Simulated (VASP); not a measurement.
All values below come from PBEsol GGA, VASP's PBE PAW potentials (set 64) (plane waves; VASP 6.6.1).

A VASP calculation is set up with these files.

### POSCAR
```
TiTe2
1
    3.8418010000     0.0000000000     0.0000000000
   -1.9209010000     3.3270980000     0.0000000000
    0.0000000000     0.0000000000     6.7491540000
Ti Te
1 2
Direct
  0.0000000000   0.0000000000   0.0000000000
  0.6666670000   0.3333330000   0.7498300000
  0.3333330000   0.6666670000   0.2501700000
```

**KPOINTS**
```
Automatic mesh
0
Gamma
1 1 1
0 0 0
```

### INCAR
```
ALGO = Normal
EDIFF = 1E-03
ENCUT = 180
GGA = PS
ISIF = 2
ISMEAR = 0
LASPH = .True.
LCHARG = .False.
LMAXMIX = 4
LREAL = .False.
LWAVE = .False.
NELM = 100
PREC = Accurate
SIGMA = 0.2
SYSTEM = TiTe2
```

POTCAR, in this order: Ti_sv Te (PBE.64 set). Program: vasp_std.

What VASP printed:

**OSZICAR**
```
       N       E                     dE             d eps       ncg     rms          rms(c)
DAV:   1     0.834927586180E+02    0.83493E+02   -0.66965E+03    40   0.729E+02
DAV:   2    -0.341604139563E+01   -0.86909E+02   -0.86642E+02    48   0.193E+02
DAV:   3    -0.769530000196E+01   -0.42793E+01   -0.42777E+01    40   0.438E+01
DAV:   4    -0.781399484448E+01   -0.11869E+00   -0.11869E+00    48   0.621E+00
DAV:   5    -0.781536385484E+01   -0.13690E-02   -0.13690E-02    40   0.697E-01    0.142E+01
DAV:   6    -0.176254211982E+02   -0.98101E+01   -0.17513E+02    32   0.374E+01    0.314E+01
DAV:   7    -0.566458431573E+01    0.11961E+02   -0.10497E+02    40   0.385E+01    0.962E+00
DAV:   8    -0.482646421915E+01    0.83812E+00   -0.16080E+00    40   0.802E+00    0.436E+00
DAV:   9    -0.480772073379E+01    0.18743E-01   -0.11089E+00    32   0.419E+00    0.442E+00
DAV:  10    -0.478740775131E+01    0.20313E-01   -0.30517E-02    40   0.103E+00    0.487E+00
DAV:  11    -0.485712972383E+01   -0.69722E-01   -0.21099E-02    32   0.554E-01    0.634E+00
DAV:  12    -0.505300225191E+01   -0.19587E+00   -0.16959E-01    32   0.965E-01    0.924E+00
DAV:  13    -0.486939656285E+01    0.18361E+00   -0.79732E-01    32   0.449E+00    0.139E+01
DAV:  14    -0.480713923717E+01    0.62257E-01   -0.40212E-01    40   0.325E+00    0.137E+01
DAV:  15    -0.473379789710E+01    0.73341E-01   -0.27555E-01    32   0.288E+00    0.597E+00
DAV:  16    -0.473438430170E+01   -0.58640E-03   -0.44656E-02    40   0.962E-01    0.407E+00
DAV:  17    -0.474938426551E+01   -0.15000E-01   -0.45088E-02    40   0.112E+00    0.178E+00
DAV:  18    -0.474574498749E+01    0.36393E-02   -0.81216E-03    40   0.551E-01    0.121E+00
DAV:  19    -0.474419185409E+01    0.15531E-02   -0.14675E-03    16   0.301E-01    0.850E-01
DAV:  20    -0.474136530295E+01    0.28266E-02   -0.14519E-03    24   0.264E-01    0.498E-01
DAV:  21    -0.474099570595E+01    0.36960E-03   -0.40072E-04    16   0.129E-01
   1 F= -.47409957E+01 E0= -.45671691E+01  d E =-.347653E+00
```

### OUTCAR
```
------------------------ aborting loop because EDIFF is reached ----------------------------------------
  FORCE on cell =-STRESS in cart. coord.  units (eV):
  Direction    XX          YY          ZZ          XY          YZ          ZX
  --------------------------------------------------------------------------------------
  Total        7.6999683      7.6999717      4.2763170     -0.0000012      0.0000000      0.0000000
  in kB      143.0045059    143.0045693     79.4201445     -0.0000215      0.0000000      0.0000000
  external PRESSURE =     121.8097399 kB  Pullay stress =       0.0000000 kB
  volume of cell :       86.27
      direct lattice vectors                 reciprocal lattice vectors
     3.841801000  0.000000000  0.000000000     0.260294586  0.150281155  0.000000000
    -1.920901000  3.327098000  0.000000000     0.000000000  0.300562232  0.000000000
     0.000000000  0.000000000  6.749154000     0.000000000  0.000000000  0.148166718
 POSITION                                       TOTAL-FORCE (eV/Angst)
 -----------------------------------------------------------------------------------
      0.00000      0.00000      0.00000         0.000000      0.000000      0.000000
      1.92090      1.10903      5.06072         0.000000      0.000000      1.317038
     -0.00000      2.21807      1.68844        -0.000000      0.000000     -1.317038
 -----------------------------------------------------------------------------------
    total drift:                                0.000000      0.000000      0.000000
  FREE ENERGIE OF THE ION-ELECTRON SYSTEM (eV)
  ---------------------------------------------------
  free  energy   TOTEN  =        -4.7409957060 eV

  energy  without entropy=       -4.3933424636  energy(sigma->0) =       -4.56716908
```
(Selected blocks of OUTCAR.)

At this cut-off the stress carries a Pulay error, which pulls relaxed volumes low.

The structure comes from a computed database's TiTe2 entry; how it stands against other phases isn't given here. The cell was not relaxed at this level. The k-mesh is coarse (spacing up to 1.89 per Å, 2π included), so the numbers may not be converged in it. The run is one of a series of settings (EDIFF = 1E-03, ENCUT = 180, GGA = PS, KPOINTS 1×1×1 Γ-centred mesh, POTCAR Ti_sv Te (PBE.64 set) against the base run), some of them coarse on purpose.
